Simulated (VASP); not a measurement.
# How SCF threshold and k-mesh change a VASP run on Fe2Ge, part 2 of 3

A convergence test on Fe2Ge: the SCF threshold and k-mesh. The series runs use LDA. The start is a computed cell from the Materials Project.

VASP 6.6.1; LDA, spin-polarised from a ferromagnetic start; plane waves and PAW (Fe, Ge_d).

Still holding for the runs below: The magnetic state follows from one typed start and may not be the lowest.

So far. Step 3 (SCF threshold: EDIFF = 0.001): Against the run before the energy moves by +0.38 meV an atom and the pressure by -7.47 GPa, after 13 cycles in 14 s. Step 4 (SCF threshold: EDIFF = 1E-04): Against the run before the energy moves by -0.02 meV an atom and the pressure by +0.37 GPa, after 14 cycles in 16 s.

### 5. SCF threshold: EDIFF = 1E-05

File INCAR:

```
SYSTEM = Fe2Ge
PREC = Accurate
ENCUT = 410
EDIFF = 1E-05
NELM = 100
ISMEAR = -1
SIGMA = 0.05
LREAL = .FALSE.
ALGO = Normal
GGA = CA
NBANDS = 47
ISPIN = 2
MAGMOM = 3 3 3 3 0 0
LASPH = .TRUE.
LMAXMIX = 4
LORBIT = 11
LWAVE = .FALSE.
LCHARG = .FALSE.
KPAR = 4
ISIF = 2
```

File POSCAR:

```
Fe2Ge
1.0
    4.1328681392      0.0000000000      0.0000000000
   -2.0664340696      3.5791687991      0.0000000000
    0.0000000000      0.0000000000      5.0087520000
Fe Ge
4 2
Direct
    0.0000000000      0.0000000000      0.0000000000
    0.0000000000      0.0000000000      0.5000000000
    0.6666666700      0.3333333300      0.7500000000
    0.3333333300      0.6666666700      0.2500000000
    0.6666666700      0.3333333300      0.2500000000
    0.3333333300      0.6666666700      0.7500000000
```

File KPOINTS:

```
Automatic mesh
0
Gamma
6 6 4
0 0 0
```

PAW data sets: Fe and Ge_d (PBE family, release 64).

Command:

```sh
mpirun -np 4 vasp_std
```

The program printed:

```text
[... set-up lines as in an earlier step ...]
 entering main loop
       N       E                     dE             d eps       ncg     rms          rms(c)
[... 11 cycles as in an earlier step ...]
DAV:  12    -0.478496986364E+02    0.14752E-02   -0.11074E-02  4355   0.819E-01    0.366E-01
DAV:  13    -0.478490323637E+02    0.66627E-03   -0.18286E-03  6130   0.365E-01    0.246E-01
DAV:  14    -0.478490090556E+02    0.23308E-04   -0.52798E-04  4277   0.321E-01    0.711E-02
DAV:  15    -0.478489922283E+02    0.16827E-04   -0.60950E-05  4432   0.646E-02    0.382E-02
DAV:  16    -0.478489902588E+02    0.19695E-05   -0.23003E-05  2993   0.408E-02
   1 F= -.47848990E+02 E0= -.47822477E+02  d E =-.530265E-01  mag=     6.7721
```

The job ended after 17 s (4 MPI ranks of Intel Xeon Platinum 8559C (Emerald Rapids), shared host; peak memory 0.81 GiB; 66 s of CPU time).

Parts of OUTCAR (step 5):

```text
  Total       -7.8849613     -7.8849613     -7.6894421      0.0000000      0.0000000      0.0000000
  in kB     -170.5088357   -170.5088357   -166.2808193      0.0000000      0.0000000      0.0000000
  external PRESSURE =    -169.0994969 kB  Pullay stress =       0.0000000 kB

 POSITION                                       TOTAL-FORCE (eV/Angst)
 -----------------------------------------------------------------------------------
      0.00000      0.00000      0.00000         0.000000     -0.000000      0.000000
      0.00000      0.00000      2.50438         0.000000     -0.000000      0.000000
      2.06643      1.19306      3.75656        -0.000000      0.000000      0.000000
     -0.00000      2.38611      1.25219         0.000000     -0.000000      0.000000
      2.06643      1.19306      1.25219         0.000000     -0.000000      0.000000
     -0.00000      2.38611      3.75656        -0.000000      0.000000      0.000000
 -----------------------------------------------------------------------------------
    total drift:                               -0.000001      0.000001      0.000000

  FREE ENERGIE OF THE ION-ELECTRON SYSTEM (eV)
  ---------------------------------------------------
  free  energy   TOTEN  =       -47.8489902588 eV

  energy  without entropy=      -47.7959638057  energy(sigma->0) =      -47.82247703

 magnetization (x)
# of ion       s       p       d       tot
------------------------------------------
    1       -0.001   0.006   2.191   2.197
    2       -0.001   0.006   2.191   2.197
    3        0.005   0.000   1.216   1.222
    4        0.005   0.000   1.216   1.222
    5       -0.002  -0.063   0.007  -0.059
    6       -0.002  -0.063   0.007  -0.059
--------------------------------------------------
tot          0.005  -0.113   6.827   6.718

[... 2 parts as in an earlier step ...]

[... 1 further part left out ...]
[key lines of the parts left out:]
E-fermi :   7.2379
```

Against the run before the energy stays within 0.01 meV an atom; the pressure moves by +0.18 GPa, after 16 cycles in 17 s.

### 6. SCF threshold: EDIFF = 1E-06

INCAR, as its differences from that of step 5:

```diff
@@ -3,3 +3,3 @@
 ENCUT = 410
-EDIFF = 1E-05
+EDIFF = 1E-06
 NELM = 100
```

POSCAR is that of step 5.

KPOINTS is that of step 5.

Command:

```sh
mpirun -np 4 vasp_std
```

The program printed:

```text
[... set-up lines as in an earlier step ...]
 entering main loop
       N       E                     dE             d eps       ncg     rms          rms(c)
[... 13 cycles as in an earlier step ...]
DAV:  14    -0.478490090817E+02    0.23282E-04   -0.52824E-04  4613   0.321E-01    0.711E-02
DAV:  15    -0.478489923199E+02    0.16762E-04   -0.61609E-05  5237   0.637E-02    0.382E-02
DAV:  16    -0.478489902495E+02    0.20704E-05   -0.21573E-05  4162   0.383E-02    0.131E-02
DAV:  17    -0.478489902193E+02    0.30185E-07   -0.63108E-07  2403   0.106E-02
   1 F= -.47848990E+02 E0= -.47822479E+02  d E =-.530220E-01  mag=     6.7715
```

Elapsed: 18 s, on 4 MPI ranks; peak memory 0.81 GiB.

Parts of OUTCAR (step 6):

```text
  Total       -7.8757894     -7.8757894     -7.6803491      0.0000000      0.0000000      0.0000000
  in kB     -170.3104978   -170.3104978   -166.0841866      0.0000000      0.0000000      0.0000000
  external PRESSURE =    -168.9017274 kB  Pullay stress =       0.0000000 kB

 POSITION                                       TOTAL-FORCE (eV/Angst)
 -----------------------------------------------------------------------------------
      0.00000      0.00000      0.00000        -0.000000      0.000000      0.000000
      0.00000      0.00000      2.50438        -0.000000      0.000000      0.000000
      2.06643      1.19306      3.75656         0.000000     -0.000000      0.000000
     -0.00000      2.38611      1.25219         0.000000      0.000000      0.000000
      2.06643      1.19306      1.25219        -0.000000      0.000000      0.000000
     -0.00000      2.38611      3.75656         0.000000     -0.000000      0.000000
 -----------------------------------------------------------------------------------
    total drift:                               -0.000001      0.000001      0.000000

  FREE ENERGIE OF THE ION-ELECTRON SYSTEM (eV)
  ---------------------------------------------------
  free  energy   TOTEN  =       -47.8489902193 eV

  energy  without entropy=      -47.7959682200  energy(sigma->0) =      -47.82247922

[... 3 parts as in an earlier step ...]

[... 1 further part left out ...]
[key lines of the parts left out:]
E-fermi :   7.2376
```

Against the run before the energy stays within 0.01 meV an atom; the pressure moves by +0.02 GPa, after 17 cycles in 18 s.

### 7. SCF threshold: EDIFF = 1E-08

INCAR, as its differences from that of step 6:

```diff
@@ -3,3 +3,3 @@
 ENCUT = 410
-EDIFF = 1E-06
+EDIFF = 1E-08
 NELM = 100
```

POSCAR is that of step 6.

KPOINTS is that of step 6.

Command:

```sh
mpirun -np 4 vasp_std
```

The program printed:

```text
[... set-up lines as in an earlier step ...]
 entering main loop
       N       E                     dE             d eps       ncg     rms          rms(c)
[... 14 cycles as in an earlier step ...]
DAV:  15    -0.478489923213E+02    0.16760E-04   -0.61625E-05  5573   0.637E-02    0.382E-02
DAV:  16    -0.478489902506E+02    0.20707E-05   -0.21545E-05  4514   0.382E-02    0.131E-02
DAV:  17    -0.478489902413E+02    0.92332E-08   -0.84576E-07  5418   0.106E-02    0.436E-03
DAV:  18    -0.478489902727E+02   -0.31344E-07   -0.23697E-07  4566   0.491E-03    0.214E-03
DAV:  19    -0.478489902707E+02    0.19345E-08   -0.56051E-08  4059   0.262E-03
   1 F= -.47848990E+02 E0= -.47822482E+02  d E =-.530165E-01  mag=     6.7717
```

It took 21 s on 4 MPI ranks; peak memory 0.8 GiB; 79 s of CPU time.

Parts of OUTCAR (step 7):

```text
  Total       -7.8786145     -7.8786145     -7.6829551     -0.0000000     -0.0000000      0.0000000
  in kB     -170.3715902   -170.3715902   -166.1405399     -0.0000000     -0.0000000      0.0000000
  external PRESSURE =    -168.9612401 kB  Pullay stress =       0.0000000 kB

 POSITION                                       TOTAL-FORCE (eV/Angst)
 -----------------------------------------------------------------------------------
      0.00000      0.00000      0.00000         0.000000      0.000000      0.000000
      0.00000      0.00000      2.50438         0.000000      0.000000      0.000000
      2.06643      1.19306      3.75656        -0.000000      0.000000      0.000000
     -0.00000      2.38611      1.25219         0.000000      0.000000      0.000000
      2.06643      1.19306      1.25219        -0.000000      0.000000      0.000000
     -0.00000      2.38611      3.75656         0.000000     -0.000000      0.000000
 -----------------------------------------------------------------------------------
    total drift:                               -0.000001      0.000001      0.000000

  FREE ENERGIE OF THE ION-ELECTRON SYSTEM (eV)
  ---------------------------------------------------
  free  energy   TOTEN  =       -47.8489902707 eV

  energy  without entropy=      -47.7959738054  energy(sigma->0) =      -47.82248204

 magnetization (x)
# of ion       s       p       d       tot
------------------------------------------
    1       -0.001   0.006   2.191   2.196
    2       -0.001   0.006   2.191   2.196
    3        0.005   0.000   1.216   1.222
    4        0.005   0.000   1.216   1.222
    5       -0.002  -0.063   0.007  -0.059
    6       -0.002  -0.063   0.007  -0.059
--------------------------------------------------
tot          0.005  -0.113   6.827   6.718

[... 2 parts as in an earlier step ...]

[... 1 further part left out ...]
[key lines of the parts left out:]
E-fermi :   7.2377
```

Against the run before the energy stays within 0.01 meV an atom; the pressure moves by -0.01 GPa, after 19 cycles in 21 s.

### 8. The SCF threshold series as a table

This step: convergence of LDA results with the threshold; plane waves and PAW (VASP 6.6.1).

This step runs nothing: it gathers the runs above.

Differences are taken from the run with EDIFF = 1E-08. Results of the series, by row:

```csv
setting,status,energy less the reference (meV/atom),pressure (GPa),moment (μB),SCF cycles,wall time (s)
EDIFF = 0.01,converged,-0.3556,-9.984,6.787,11,12.2
EDIFF = 0.001,converged,0.01996,-17.45,6.769,13,14.2
EDIFF = 1E-04,converged,-0.001545,-17.09,6.77,14,15.6
EDIFF = 1E-05,converged,8.35e-4,-16.91,6.772,16,17.2
EDIFF = 1E-06,converged,4.70e-4,-16.89,6.771,17,18.4
EDIFF = 1E-08,converged,0,-16.9,6.772,19,21
```

### 9. K-mesh: 2 2 2

This step: LDA, spin-polarised from a ferromagnetic start; plane waves and PAW (Fe, Ge_d) (VASP 6.6.1).

The sum over the zone converges with the mesh, fast for insulators and slowly for metals.

INCAR, as its differences from that of step 7:

```diff
@@ -3,3 +3,3 @@
 ENCUT = 410
-EDIFF = 1E-08
+EDIFF = 1E-06
 NELM = 100
@@ -18,3 +18,3 @@
 LCHARG = .FALSE.
-KPAR = 4
+NCORE = 4
 ISIF = 2
```

POSCAR is that of step 7.

File KPOINTS:

```
Automatic mesh
0
Gamma
2 2 2
0 0 0
```

Command:

```sh
mpirun -np 4 vasp_std
```

The program printed:

```text
[banner, memory and clock lines left out]
running    4 mpi-ranks, on    1 nodes
 distrk:  each k-point on    4 cores,    1 groups
 distr:  one band on    4 cores,    1 groups

 POSCAR found type information on POSCAR FeGe
 POSCAR found :  2 types and       6 ions
 [... a notice as in an earlier step ...]

 LDA part: xc-table for (Slater(with rela. corr.)+CA(PZ))
 , standard interpolation
 POSCAR, INCAR and KPOINTS ok, starting setup
 FFT: planning ... GRIDC
 FFT: planning ... GRID_SOFT
 FFT: planning ... GRID
 WAVECAR not read
 entering main loop
       N       E                     dE             d eps       ncg     rms          rms(c)
DAV:   1     0.535926219135E+03    0.53593E+03   -0.21096E+04   936   0.267E+03
DAV:   2     0.426762041577E+02   -0.49325E+03   -0.45716E+03   752   0.632E+02
DAV:   3    -0.480949413180E+02   -0.90771E+02   -0.85258E+02   780   0.179E+02
DAV:   4    -0.533047565794E+02   -0.52098E+01   -0.51911E+01   852   0.534E+01
DAV:   5    -0.533862806476E+02   -0.81524E-01   -0.81514E-01   853   0.681E+00    0.253E+01
DAV:   6    -0.558704850166E+02   -0.24842E+01   -0.51039E+01   933   0.740E+01    0.428E+01
DAV:   7    -0.583762125976E+02   -0.25057E+01   -0.69953E+01   872   0.827E+01    0.413E+01
DAV:   8    -0.478717916207E+02    0.10504E+02   -0.15727E+01   886   0.522E+01    0.732E+00
DAV:   9    -0.482654276508E+02   -0.39364E+00   -0.21337E+00   866   0.103E+01    0.414E+00
DAV:  10    -0.482477436245E+02    0.17684E-01   -0.12101E-01   950   0.400E+00    0.179E+00
DAV:  11    -0.482381980557E+02    0.95456E-02   -0.31857E-02  1042   0.174E+00    0.607E-01
DAV:  12    -0.482371530568E+02    0.10450E-02   -0.79498E-03   870   0.574E-01    0.268E-01
DAV:  13    -0.482366586957E+02    0.49436E-03   -0.62682E-04   953   0.226E-01    0.144E-01
DAV:  14    -0.482365934148E+02    0.65281E-04   -0.16224E-04   987   0.189E-01    0.838E-02
DAV:  15    -0.482365876514E+02    0.57634E-05   -0.36502E-05   804   0.671E-02    0.400E-02
DAV:  16    -0.482365871788E+02    0.47257E-06   -0.28305E-06   780   0.232E-02
   1 F= -.48236587E+02 E0= -.48218253E+02  d E =-.366687E-01  mag=     7.7503
```

Wall time 5.4 s (4 MPI ranks); peak memory 0.44 GiB; 18 s of CPU time.

OUTCAR, selected parts (step 9):

```text
   k-points           NKPTS =      4   k-points in BZ     NKDIM =      4   number of bands    NBANDS=     47

   NELECT =      60.0000    total number of electrons

 E-fermi :   7.2361

 spin component 1
 k-point     1 :       0.0000    0.0000    0.0000
  band No.  band energies     occupation
    ...
     28       5.9536      1.00000
     29       5.9536      1.00000
     30       6.6114      1.00000
     31       6.6114      1.00000
     32       6.7238      0.99996
     33       7.5269      0.00297
     34       9.2825      0.00000
     35       9.9475      0.00000
     36       9.9475      0.00000
     37      10.0405      0.00000
    ...

 k-point     2 :       0.5000    0.0000    0.0000
  band No.  band energies     occupation
    ...
     31       6.0095      1.00000
     32       6.2777      1.00000
     33       6.6263      0.99999
     34       6.6411      0.99999
     35       6.8617      0.99944
     36       8.1536      0.00000
     37       9.0741      0.00000
     38      10.5868      0.00000
     39      10.8339      0.00000
     40      12.9800      0.00000
    ...

  Total       -8.1448587     -8.1448587     -6.6737816      0.0000000      0.0000000      0.0000000
  in kB     -176.1290030   -176.1290030   -144.3176042      0.0000000      0.0000000      0.0000000
  external PRESSURE =    -165.5252034 kB  Pullay stress =       0.0000000 kB

 POSITION                                       TOTAL-FORCE (eV/Angst)
 -----------------------------------------------------------------------------------
      0.00000      0.00000      0.00000        -0.000000      0.000000      0.000000
      0.00000      0.00000      2.50438        -0.000000      0.000000      0.000000
      2.06643      1.19306      3.75656        -0.000000      0.000000      0.000000
     -0.00000      2.38611      1.25219         0.000000     -0.000000      0.000000
      2.06643      1.19306      1.25219         0.000000     -0.000000      0.000000
     -0.00000      2.38611      3.75656         0.000000      0.000000      0.000000
 -----------------------------------------------------------------------------------
    total drift:                               -0.000001      0.000001      0.000000

  FREE ENERGIE OF THE ION-ELECTRON SYSTEM (eV)
  ---------------------------------------------------
  free  energy   TOTEN  =       -48.2365871788 eV

  energy  without entropy=      -48.1999184571  energy(sigma->0) =      -48.21825282

 magnetization (x)
# of ion       s       p       d       tot
------------------------------------------
    1       -0.010  -0.003   2.256   2.242
    2       -0.010  -0.003   2.256   2.242
    3        0.012   0.007   1.653   1.672
    4        0.012   0.007   1.653   1.672
    5       -0.009  -0.067   0.007  -0.069
    6       -0.009  -0.067   0.007  -0.069
--------------------------------------------------
tot         -0.014  -0.126   7.832   7.693

[... 7 parts as in an earlier step ...]

[... 10 further parts left out ...]
```

Numbers from this step:

```yaml
scf_cycles: 16
irreducible_k_points: 4
free_energy_toten: -48.24 eV
energy_at_zero_smearing: -48.22 eV
fermi_energy: 7.236 eV
pressure: -16.55 GPa
moment_of_the_cell_from_the_last_line_of_the_log: 7.750 μB
```

Spin moment in the PAW sphere by atom:

```csv
atom,spin moment in the PAW sphere (μB)
Fe1,2.24
Fe2,2.24
Fe3,1.67
Fe4,1.67
Ge5,-0.07
Ge6,-0.07
```

The series starts at -8.0364 eV an atom and -16.55 GPa, after 16 cycles in 5.4 s.

### 10. K-mesh: 3 3 2

INCAR, as its differences from that of step 9:

```diff
@@ -18,3 +18,4 @@
 LCHARG = .FALSE.
-NCORE = 4
+KPAR = 2
+NCORE = 2
 ISIF = 2
```

POSCAR is that of step 9.

File KPOINTS:

```
Automatic mesh
0
Gamma
3 3 2
0 0 0
```

Command:

```sh
mpirun -np 4 vasp_std
```

The program printed:

```text
[banner, memory and clock lines left out]
running    4 mpi-ranks, on    1 nodes
[...]
[... a notice as in an earlier step ...]

 LDA part: xc-table for (Slater(with rela. corr.)+CA(PZ))
 , standard interpolation
 POSCAR, INCAR and KPOINTS ok, starting setup
[...]
entering main loop
       N       E                     dE             d eps       ncg     rms          rms(c)
DAV:   1     0.519532860923E+03    0.51953E+03   -0.21158E+04  1404   0.263E+03
DAV:   2     0.393196193289E+02   -0.48021E+03   -0.44508E+03  1128   0.603E+02
DAV:   3    -0.477162661004E+02   -0.87036E+02   -0.81670E+02  1156   0.177E+02
DAV:   4    -0.528419399647E+02   -0.51257E+01   -0.50964E+01  1286   0.525E+01
[...]
DAV:  35    -0.477307628349E+02   -0.10707E-05   -0.22621E-06   791   0.118E-02    0.446E-02
DAV:  36    -0.477307770647E+02   -0.14230E-04   -0.71501E-06  1187   0.390E-02    0.196E-02
DAV:  37    -0.477307776972E+02   -0.63251E-06   -0.28768E-06   898   0.126E-02
   1 F= -.47730778E+02 E0= -.47700364E+02  d E =-.608270E-01  mag=     8.4221
```

It took 13 s on 4 MPI ranks; peak memory 0.58 GiB.

OUTCAR, selected parts (step 10):

```text
  Total       -6.0845079     -6.0845079     -5.3184166      0.0000000      0.0000000      0.0000000
  in kB     -131.5748194   -131.5748194   -115.0084307      0.0000000      0.0000000      0.0000000
  external PRESSURE =    -126.0526898 kB  Pullay stress =       0.0000000 kB

 POSITION                                       TOTAL-FORCE (eV/Angst)
 -----------------------------------------------------------------------------------
      0.00000      0.00000      0.00000         0.000000      0.000000      0.000000
      0.00000      0.00000      2.50438         0.000000      0.000000      0.000000
      2.06643      1.19306      3.75656         0.000000      0.000000      0.000000
     -0.00000      2.38611      1.25219         0.000000     -0.000000      0.000000
      2.06643      1.19306      1.25219         0.000000      0.000000      0.000000
     -0.00000      2.38611      3.75656        -0.000000     -0.000000      0.000000
 -----------------------------------------------------------------------------------
    total drift:                               -0.000001      0.000001      0.000000

  FREE ENERGIE OF THE ION-ELECTRON SYSTEM (eV)
  ---------------------------------------------------
  free  energy   TOTEN  =       -47.7307776972 eV

  energy  without entropy=      -47.6699506794  energy(sigma->0) =      -47.70036419

 magnetization (x)
# of ion       s       p       d       tot
------------------------------------------
    1       -0.002   0.010   2.377   2.385
    2       -0.002   0.010   2.377   2.385
    3        0.020   0.013   1.789   1.823
    4        0.020   0.013   1.789   1.823
    5       -0.002  -0.063   0.013  -0.053
    6       -0.002  -0.063   0.013  -0.053
--------------------------------------------------
tot          0.032  -0.079   8.357   8.310

[... 1 part as in an earlier step ...]

[... 2 further parts left out ...]
[key lines of the parts left out:]
E-fermi :   7.1716
```

Against the run before the energy moves by +86.31 meV an atom and the pressure by +3.95 GPa, after 37 cycles in 13 s.

(Continued in part 3 of 3.)

[Lines on the potential files, build, host, timing and source positions are cut from VASP's logs without a mark.]

[Logs are printed without paths, hosts, clocks, repeated set-up lines and the standing remarks that a program may print on its own settings, such as how far it seeks lower states.]

[Hosts, paths, dates, database ids (printed as entryN), source tags and the programs' standing remarks are cut or masked in the printed files.]

[A measured line is paired with the nearest computed mode of its activity, which favours agreement.]
